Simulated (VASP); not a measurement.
OSZICAR of a VASP run on CuI (zinc blende):

OSZICAR:
```
       N       E                     dE             d eps       ncg     rms          rms(c)
DAV:   1     0.107724262762E+03    0.10772E+03   -0.81006E+03   520   0.151E+03
DAV:   2     0.250716453170E+01   -0.10522E+03   -0.98793E+02   540   0.271E+02
DAV:   3    -0.550056671051E+01   -0.80077E+01   -0.78958E+01   688   0.845E+01
DAV:   4    -0.578088121038E+01   -0.28031E+00   -0.28014E+00   689   0.142E+01
DAV:   5    -0.578653052395E+01   -0.56493E-02   -0.56491E-02   718   0.198E+00    0.555E+00
DAV:   6    -0.570484307284E+01    0.81687E-01   -0.38030E+00   538   0.570E+01    0.361E+00
DAV:   7    -0.554867665991E+01    0.15617E+00   -0.85696E-01   555   0.339E+01    0.182E+00
DAV:   8    -0.555144297369E+01   -0.27663E-02   -0.54684E-02   791   0.409E+00    0.499E-01
DAV:   9    -0.554789995042E+01    0.35430E-02   -0.16971E-02   647   0.419E+00    0.149E-01
DAV:  10    -0.554807874632E+01   -0.17880E-03   -0.83014E-04   610   0.264E-01    0.689E-02
DAV:  11    -0.554812037033E+01   -0.41624E-04   -0.45671E-04   635   0.675E-01    0.351E-02
DAV:  12    -0.554811617094E+01    0.41994E-05   -0.45496E-05   825   0.148E-01    0.306E-02
DAV:  13    -0.554811489320E+01    0.12777E-05   -0.11531E-06   420   0.254E-02    0.220E-02
DAV:  14    -0.554811352729E+01    0.13659E-05   -0.12433E-05   795   0.102E-01    0.485E-03
DAV:  15    -0.554811377851E+01   -0.25122E-06   -0.17044E-06   453   0.102E-02
   1 F= -.61071419E+01 E0= -.61071419E+01  d E =-.610714E+01
```

Q: Which electronic solver shows in the log?

A: It is blocked Davidson (ALGO = Normal, or the opening steps of other solvers). The INCAR had ALGO = Normal.

Q: Can the final energy be trusted as converged?

A: The run converged. It stopped with EDIFF = 1E-6, NELM = 100, NSW = 60 and EDIFFG = -0.01 after 1 ionic step (PBE GGA with D3 dispersion (zero damping), plane waves, VASP's PBE PAW potentials (set 64)).

The compound is CuI in the zinc blende structure. It was relaxed first. The start is the result of an earlier pass.
